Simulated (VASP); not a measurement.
# K3TaH6 (Fm-3m) in VASP: relaxation of cell and atoms with PBE

Aim: the relaxation of cell and atoms of K3TaH6 with PBE.

All numbers are computed with VASP 6.6.1; they aren't measurements. Logs are shortened: lines on timing, memory, paths and dates and some standing lists are left out, and cuts for length are marked.

### 1 The cell of the first run

Symmetry: Fm-3m, No. 225, cubic system. Conventional cell: a = 8.833 Å, b = 8.833 Å, c = 8.833 Å, α = 90.00°, β = 90.00°, γ = 90.00°. K (site symmetry -43m) is surrounded by 12 H at 3.13 Å. Around K (site symmetry m-3m) lie 6 H at 2.38 Å. Ta (site symmetry m-3m) is surrounded by 6 H at 2.04 Å. H (site symmetry 4mm) has 1 Ta at 2.04 Å as nearest neighbours.

The cell was built by a generator and needn't be a form met in nature.

### 2 Relaxation of cell and atoms, PBE (species swapped into the Rb3BiF6 type (Fm-3m, No. 225))

INCAR reads:

```
PREC = Accurate
ENCUT = 600
EDIFF = 1E-6
ISMEAR = 0
SIGMA = 0.1
LREAL = False
LASPH = True
NELM = 100
ALGO = Normal
ISIF = 3
LWAVE = False
LCHARG = False
GGA = PE
IBRION = 2
NSW = 90
EDIFFG = -0.04
```

KPOINTS reads:

```
Automatic mesh
0
Gamma
  4 4 4
```

POSCAR reads:

```
K3TaH6
1.0
    0.0000000000      4.4165864900      4.4165864900
    4.4165864900      0.0000000000      4.4165864900
    4.4165864900      4.4165864900      0.0000000000
K Ta H
3 1 6
Direct
    0.7500000000      0.7500000000      0.7500000000
    0.2500000000      0.2500000000      0.2500000000
    0.5000000000      0.5000000000      0.5000000000
    0.0000000000      0.0000000000      0.0000000000
    0.7689228400      0.2310771600      0.2310771600
    0.2310771600      0.2310771600      0.7689228400
    0.2310771600      0.7689228400      0.7689228400
    0.2310771600      0.7689228400      0.2310771600
    0.7689228400      0.2310771600      0.7689228400
    0.7689228400      0.7689228400      0.2310771600
```

Potentials or basis: VASP PAW PBE potentials, release 64 (K_sv, Ta_pv, H).

Started as:

```
> cat potpaw_PBE.64/K_sv/POTCAR potpaw_PBE.64/Ta_pv/POTCAR potpaw_PBE.64/H/POTCAR > POTCAR
> mpirun -np 1 vasp_std > vasp.out
```

OUTCAR:

```text
PREC = Accurate
   ENCUT = 600
   EDIFF = 1E-6
   ISMEAR = 0
   LREAL = False
   LASPH = True
   NELM = 100
   ISIF = 3
   GGA = PE
   IBRION = 2
   NSW = 90
   EDIFFG = -0.04

 ion  position               nearest neighbor table
   1  0.750  0.750  0.750-
   2  0.250  0.250  0.250-
   3  0.500  0.500  0.500-
   4  0.000  0.000  0.000-   5 2.04   6 2.04   7 2.04   8 2.04   9 2.04  10 2.04
   5  0.769  0.231  0.231-   4 2.04
   6  0.231  0.231  0.769-   4 2.04
   7  0.231  0.769  0.769-   4 2.04
   8  0.231  0.769  0.231-   4 2.04
   9  0.769  0.231  0.769-   4 2.04
  10  0.769  0.769  0.231-   4 2.04

  LATTYP: Found a face centered cubic cell.
 ALAT       =     8.8331729800

  Lattice vectors:

 A1 = (   0.0000000000,   4.4165864900,   4.4165864900)
 A2 = (   4.4165864900,   0.0000000000,   4.4165864900)
 A3 = (   4.4165864900,   4.4165864900,   0.0000000000)

Analysis of symmetry for initial positions (statically):
=====================================================================
 Subroutine PRICEL returns:
 Original cell was already a primitive cell.

 Routine SETGRP: Setting up the symmetry group for a
 face centered cubic supercell.

 Subroutine GETGRP returns: Found 48 space group operations
 (whereof 48 operations were pure point group operations)
 out of a pool of 48 trial point group operations.

The static configuration has the point symmetry O_h .

Analysis of symmetry for dynamics (positions and initial velocities):
=====================================================================
 Subroutine PRICEL returns:
 Original cell was already a primitive cell.

 Routine SETGRP: Setting up the symmetry group for a
 face centered cubic supercell.

 Subroutine GETGRP returns: Found 48 space group operations
 (whereof 48 operations were pure point group operations)
 out of a pool of 48 trial point group operations.

The dynamic configuration has the point symmetry O_h .

 Subroutine INISYM returns: Found 48 space group operations
 (whereof 48 operations are pure point group operations),
 and found     1 'primitive' translations

----------------------------------------------------------------------------------------

                                     Primitive cell

  volume of cell :     172.3020

  direct lattice vectors                    reciprocal lattice vectors
     0.000000000  4.416586490  4.416586490    -0.113209602  0.113209602  0.113209602
     4.416586490  0.000000000  4.416586490     0.113209602 -0.113209602  0.113209602
     4.416586490  4.416586490  0.000000000     0.113209602  0.113209602 -0.113209602

  length of vectors
     6.245996514  6.245996514  6.245996514     0.196084783  0.196084783  0.196084783

  position of ions in fractional coordinates (direct lattice)
     0.750000000  0.750000000  0.750000000
     0.250000000  0.250000000  0.250000000
     0.500000000  0.500000000  0.500000000
     0.000000000  0.000000000  0.000000000
     0.768922840  0.231077160  0.231077160
     0.231077160  0.231077160  0.768922840
     0.231077160  0.768922840  0.768922840
     0.231077160  0.768922840  0.231077160
     0.768922840  0.231077160  0.768922840
     0.768922840  0.768922840  0.231077160

  ion indices of the primitive-cell ions
   primitive index   ion index
                 1           1
                 2           2
                 3           3
                 4           4
                 5           5
                 6           6
                 7           7
                 8           8
                 9           9
                10          10

----------------------------------------------------------------------------------------

 KPOINTS: Automatic mesh

Automatic generation of k-mesh.
 Grid dimensions read from file:
 generate k-points for:    4    4    4

 Generating k-lattice:

  Cartesian coordinates                     Fractional coordinates (reciprocal lattice)
    -0.028302401  0.028302401  0.028302401     0.250000000  0.000000000  0.000000000
     0.028302401 -0.028302401  0.028302401     0.000000000  0.250000000  0.000000000
     0.028302401  0.028302401 -0.028302401     0.000000000  0.000000000  0.250000000

  Length of vectors
     0.049021196  0.049021196  0.049021196

  Shift w.r.t. Gamma in fractional coordinates (k-lattice)
     0.000000000  0.000000000  0.000000000

 Subroutine IBZKPT returns following result:
 ===========================================

 Found      8 irreducible k-points:

 Following reciprocal coordinates:
            Coordinates               Weight
  0.000000  0.000000  0.000000      1.000000
  0.250000  0.000000  0.000000      8.000000
  0.500000  0.000000  0.000000      4.000000
  0.250000  0.250000  0.000000      6.000000
  0.500000  0.250000  0.000000     24.000000
 -0.250000  0.250000  0.000000     12.000000
  0.500000  0.500000  0.000000      3.000000
 -0.250000  0.500000  0.250000      6.000000
   k-points           NKPTS =      8   k-points in BZ     NKDIM =      8   number of bands    NBANDS=     28
   number of dos      NEDOS =    301   number of ions     NIONS =     10
   total plane-waves  NPLWV = 125000
   dimension x,y,z NGX =    50 NGY =   50 NGZ =   50
   dimension x,y,z NGXF=   100 NGYF=  100 NGZF=  100
   ions per type =               3   1   6
   NGX,Y,Z   is equivalent  to a cutoff of  13.31, 13.31, 13.31 a.u.
   NGXF,Y,Z  is equivalent  to a cutoff of  26.62, 26.62, 26.62 a.u.
 SYSTEM =  unknown system
   PREC   = accura    normal or accurate (medium, high low for compatibility)
   ISTART =      0    job   : 0-new  1-cont  2-samecut
   ICHARG =      2    charge: 1-file 2-atom 10-const
   ISPIN  =      1    spin polarized calculation?
   LNONCOLLINEAR =      F non collinear calculations
   LSORBIT =      F    spin-orbit coupling
   LASPH  =      T    aspherical Exc in radial PAW
   ENCUT  =  600.0 eV  44.10 Ry    6.64 a.u.  12.47 12.47 12.47*2*pi/ulx,y,z
   NELM   =    100;   NELMIN=  2; NELMDL= -5     # of ELM steps
   EDIFF  = 0.1E-05   stopping-criterion for ELM
   LREAL  =      F    real-space projection
   EDIFFG = -.4E-01   stopping-criterion for IOM
   NSW    =     90    number of steps for IOM
   IBRION =      2    ionic relax: 0-MD 1-quasi-New 2-CG
   NFREE  =      1    steps in history (QN), initial steepest desc. (CG)
   ISIF   =      3    stress and relaxation
   ISYM   =      2    0-nonsym 1-usesym 2-fastsym
   POTIM  = 0.5000    time-step for ionic-motion
   TEBEG  =    0.0;   TEEND  =   0.0 temperature during run
   PSTRESS=    0.0 pullay stress
   NELECT =      44.0000    total number of electrons
   NUPDOWN=      -1.0000    fix difference up-down
   EMIN   =  10.00;   EMAX   =-10.00  energy-range for DOS
   EFERMI =   0.00;   METHOD = LEGACY
   ISMEAR =     0;   SIGMA  =   0.10  broadening in eV -4-tet -1-fermi 0-gaus
   EFERMI_NEDOS =   21; number of points for ismear=-14 and -15
   IALGO  =     38    algorithm
   IMIX   =      4    mixing-type and parameters
     AMIX     =   0.40;   BMIX     =  1.00
     AMIX_MAG =   1.60;   BMIX_MAG =  1.00
  volume/ion in A,a.u.               =      17.23       116.28
  Fermi-wavevector in a.u.,A,eV,Ry     =   1.038633  1.962733 14.677414  1.078760
  Thomas-Fermi vector in A             =   2.173127
   LORBIT       =      0    0 simple, 1 ext, 2 COOP (PROOUT), +10 PAW based schemes
   GGA     = PE    functional components
   LHFCALC =     F    Hartree Fock is set to
   AEXX    =    0.0000 exact exchange contribution
   IVDW    =     0    specifies the selected vdW correction
   LEPSILON=     F    determine dielectric tensor
   LRPA    =     F    only Hartree local field effects (RPA)
 conjugate gradient relaxation of ions
 non-spin polarized calculation
 Gauss-broadening in eV      SIGMA  =   0.10
  energy-cutoff  :      600.00
  volume of cell :      172.30
 maximum number of plane-waves:      5780
 NGX is ok and might be reduce to    50
   NGX = 25   NGY = 25   NGZ = 25

--------------------------------------- Ionic step        1  -------------------------------------------

 number of electron      44.0000000 magnetization

 Free energy of the ion-electron system (eV)
  ---------------------------------------------------
  ext. energy  EPLUGINS =         0.00000000
  ---------------------------------------------------
  free energy    TOTEN  =       -34.59155006 eV

  energy without entropy =      -34.53166672  energy(sigma->0) =      -34.56160839

------------------------ aborting loop because EDIFF is reached ----------------------------------------

  FORCE on cell =-STRESS in cart. coord.  units (eV):
  Direction    XX          YY          ZZ          XY          YZ          ZX
  --------------------------------------------------------------------------------------
  -------------------------------------------------------------------------------------
  Total       -2.6270318     -2.6270318     -2.6270318     -0.0000000      0.0000000     -0.0000000
  in kB      -24.4278756    -24.4278756    -24.4278756     -0.0000000      0.0000000     -0.0000000
  external PRESSURE =     -24.4278756 kB  Pullay stress =       0.0000000 kB

 VOLUME and BASIS-vectors are now :
 -----------------------------------------------------------------------------
  energy-cutoff  :      600.00
  volume of cell :      172.30
      direct lattice vectors                 reciprocal lattice vectors
     0.000000000  4.416586490  4.416586490    -0.113209602  0.113209602  0.113209602
     4.416586490  0.000000000  4.416586490     0.113209602 -0.113209602  0.113209602
     4.416586490  4.416586490  0.000000000     0.113209602  0.113209602 -0.113209602
[... 222 lines left out ...]
 -----------------------------------------------------------------------------------
      6.68347      6.68347      6.68347        -0.000000     -0.000000      0.000000
      2.22782      2.22782      2.22782        -0.000000     -0.000000      0.000000
      4.45565      4.45565      4.45565        -0.000000     -0.000000      0.000000
      0.00000      0.00000      0.00000        -0.000000     -0.000000      0.000000
      1.89784      4.45565      4.45565         0.052554     -0.000000      0.000000
      4.45565      4.45565      1.89784        -0.000000     -0.000000      0.052554
      7.01345      4.45565      4.45565        -0.052554     -0.000000      0.000000
      4.45565      1.89784      4.45565        -0.000000      0.052554      0.000000
      4.45565      7.01345      4.45565        -0.000000     -0.052554      0.000000
      4.45565      4.45565      7.01345        -0.000000     -0.000000     -0.052554
 -----------------------------------------------------------------------------------
    total drift:                               -0.000000     -0.000000     -0.000000

  FREE ENERGIE OF THE ION-ELECTRON SYSTEM (eV)
  ---------------------------------------------------
  free  energy   TOTEN  =       -35.1745631209 eV

  energy  without entropy=      -35.1203039636  energy(sigma->0) =      -35.14743354

--------------------------------------- Ionic step        7  -------------------------------------------

 number of electron      43.9999995 magnetization

 Free energy of the ion-electron system (eV)
  ---------------------------------------------------
  ext. energy  EPLUGINS =         0.00000000
  ---------------------------------------------------
  free energy    TOTEN  =       -35.17713377 eV

  energy without entropy =      -35.12339108  energy(sigma->0) =      -35.15026243

 E-fermi :   0.8481     XC(G=0):  -7.8541

 val. band max:        0.8387292858   @ k =  -0.2500   0.2500   0.0000
 cond. band min:       0.8536868050   @ k =   0.0000   0.0000   0.0000
 fundamental gap:      0.0149575191
 Fermi energy:         0.8480504152

 k-point     1 :       0.0000    0.0000    0.0000
  band No.  band energies     occupation
      1     -34.1682      2.00000
      2     -34.1682      2.00000
      3     -34.1682      2.00000
      4     -30.2604      2.00000
      5     -30.2479      2.00000
      6     -30.0832      2.00000
[... 20 lines left out ...]
     27       4.4927      0.00000
[... 238 lines left out ...]
 POSITION                                       TOTAL-FORCE (eV/Angst)
 -----------------------------------------------------------------------------------
      6.65515      6.65515      6.65515        -0.000000      0.000000      0.000000
      2.21838      2.21838      2.21838        -0.000000     -0.000000     -0.000000
      4.43677      4.43677      4.43677        -0.000000      0.000000     -0.000000
      0.00000      0.00000      0.00000        -0.000000      0.000000     -0.000000
      1.89808      4.43677      4.43677         0.024932      0.000000      0.000000
      4.43677      4.43677      1.89808        -0.000000      0.000000      0.024932
      6.97545      4.43677      4.43677        -0.024932      0.000000     -0.000000
      4.43677      1.89808      4.43677        -0.000000      0.024932      0.000000
      4.43677      6.97545      4.43677        -0.000000     -0.024932     -0.000000
      4.43677      4.43677      6.97545        -0.000000      0.000000     -0.024932
 -----------------------------------------------------------------------------------
    total drift:                               -0.000000     -0.000000     -0.000000

  FREE ENERGIE OF THE ION-ELECTRON SYSTEM (eV)
  ---------------------------------------------------
  free  energy   TOTEN  =       -35.1771337678 eV

  energy  without entropy=      -35.1233910828  energy(sigma->0) =      -35.15026243

 reached required accuracy - stopping structural energy minimisation
```

It took 4.3 min on 1 thread of AMD EPYC 7R13 (Zen 3), shared host; peak memory 0.36 GiB.

Results:

```yaml
Free_energy: -35.1771 eV
Relaxed_volume: 17.47 Å³/atom
Relaxed_cell: a = 6.275 Å, b = 6.275 Å, c = 6.275 Å, α = 60.00°, β = 60.00°, γ = 60.00°
Space_group_after_relaxing_to_0.05_Å: Fm-3m (No. 225)
Energy_gained_by_relaxing: 58.6 meV/atom
Ionic_steps: 7
Pressure_after_relaxing: 0.1 GPa
Largest_force_after_relaxing: 0.025 eV/Å
Band_gap_on_the_k_mesh: none (metal or under the smearing width)
```

Forces in eV/Å, atoms in the order of the input:
```
K    0.000  0.000  0.000
K    0.000  0.000  0.000
K    0.000  0.000  0.000
Ta   0.000  0.000  0.000
H    0.025  0.000  0.000
H    0.000  0.000  0.025
H   -0.025  0.000  0.000
H    0.000  0.025  0.000
H    0.000 -0.025  0.000
H    0.000  0.000 -0.025
```

Step by step:
```
step  energy change (eV)  largest force (eV/Å)  pressure (GPa)  volume (Å³)
   1              0.0000                1.2752           -2.44       172.30
   2             -0.4193                0.6669           -0.27       165.83
   3             -0.5034                0.1263            1.74       161.46
   4             -0.5039                0.1691            1.58       161.78
   5             -0.5464                0.1091            1.07       165.49
   6             -0.5830                0.0526           -0.15       176.91
   7             -0.5856                0.0249            0.06       174.67
```

Final structure:
```xyz
10
Lattice="0.0000 4.4368 4.4368 4.4368 0.0000 4.4368 4.4368 4.4368 0.0000" Properties=species:S:1:pos:R:3 pbc="T T T"
K     6.6551    6.6551    6.6551
K     2.2184    2.2184    2.2184
K     4.4368    4.4368    4.4368
Ta    0.0000    0.0000    0.0000
H     1.8981    4.4368    4.4368
H     4.4368    4.4368    1.8981
H     6.9755    4.4368    4.4368
H     4.4368    1.8981    4.4368
H     4.4368    6.9755    4.4368
H     4.4368    4.4368    6.9755
```

The run has no spin-orbit coupling, so splittings on Ta are missing.
